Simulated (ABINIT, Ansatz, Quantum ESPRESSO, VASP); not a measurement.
Code comparison for MgH₂ (P4_2/mnm, 6 atoms in the cell)

Self-consistent single point.

```yaml
crystal:
  lattice:
    - [4.52000, 0.00000, 0.00000]
    - [0.00000, 4.52000, 0.00000]
    - [0.00000, 0.00000, 3.02000]
  atoms:
    - { symbol: Mg, position: [0.00000, 0.00000, 0.00000] }
    - { symbol: Mg, position: [0.50000, 0.50000, 0.50000] }
    - { symbol: H, position: [0.30400, 0.30400, 0.00000] }
    - { symbol: H, position: [0.80400, 0.19600, 0.50000] }
    - { symbol: H, position: [0.19600, 0.80400, 0.50000] }
    - { symbol: H, position: [0.69600, 0.69600, 0.00000] }
```

Shared settings, as Ansatz (a program for electronic structure) writes them: kpoints.mp_grid.grid = 5 5 7; scf.occupations.method = fermi_dirac; scf.occupations.width = 0.01 eV. Potentials and cutoffs stand in the table.

```json
[
 {"code": "ABINIT", "model": "LDA (PW92), norm-conserving pseudopotentials (PseudoDojo nc-sr-04 LDA standard)", "pressure (GPa)": "-2.72", "largest force (eV/Å)": "0.022", "gap on the mesh (eV)": "3.578", "cutoff": "42 Ha"},
 {"code": "Quantum ESPRESSO", "model": "LDA (PZ), GBRV 1.5 ultrasoft (LDA) pseudopotentials", "pressure (GPa)": "-2.79", "largest force (eV/Å)": "0.023", "gap on the mesh (eV)": "3.578", "cutoff": "40 Ry"},
 {"code": "VASP", "model": "LDA (PZ), VASP's LDA PAW potentials (set 64)", "pressure (GPa)": "-4.58", "largest force (eV/Å)": "0.020", "gap on the mesh (eV)": "3.564", "cutoff": "300 eV"},
 {"code": "Ansatz", "model": "LDA (PW92), default PAW files made with PBE", "pressure (GPa)": "-2.92", "largest force (eV/Å)": "0.024", "gap on the mesh (eV)": "3.580", "cutoff": "default"}
]
```

Gaps are read on the mesh.

The spread over the programs that give each value: pressure within 1.86 GPa; largest force within 0.004 eV/Å; gap on the mesh within 0.016 eV.

Ansatz's pressure is given at a fixed set of plane waves, as the other plane-wave codes print theirs; with its correction for the finite basis it is -2.81 GPa. The same LDA comes in different parametrisations, which differ slightly. In the pressure, VASP (by 1.73) lies more than 1 GPa from the median of the plane-wave programs.

VASP's run is marked for a possible Pulay error in its stress at this cutoff; no cutoff test was made.

The starting cell has typed, rounded lattice constants, without a prior relaxation at this level.

Left out of this page: GPAW, CP2K, FLEUR and SIESTA (not drawn, or without a comparable value).

Keys are those of Ansatz 0.2.
